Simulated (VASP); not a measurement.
OSZICAR of a VASP run on W:

File OSZICAR:
```
       N       E                     dE             d eps       ncg     rms          rms(c)
DAV:   1    -0.504693359105E+03   -0.50469E+03   -0.29657E-05  1144   0.202E-02    0.350E-03
DAV:   2    -0.504693364185E+03   -0.50806E-05   -0.16443E-05  1236   0.310E-02    0.571E-03
DAV:   3    -0.504693363020E+03    0.11653E-05   -0.68528E-06  1228   0.193E-02    0.154E-03
DAV:   4    -0.504693361967E+03    0.10529E-05   -0.51232E-07  1024   0.354E-03    0.852E-04
DAV:   5    -0.504693361982E+03   -0.15185E-07   -0.24793E-07   852   0.258E-03
   1 F= -.50469336E+03 E0= -.50469007E+03  d E =-.988398E-02
```

Which electronic solver shows in the log?

It is blocked Davidson (ALGO = Normal, or the opening steps of other solvers). The INCAR had ALGO = Normal.

Can the final energy be trusted as converged?

Self-consistency was reached. It stopped with EDIFF = 1E-6, NELM = 100 (r2SCAN meta-GGA, plane waves, VASP's PBE PAW potentials (set 64)). The run did not end as a converged relaxation.

The cell is a thin slab with vacuum, built from W (bcc): (111) face.
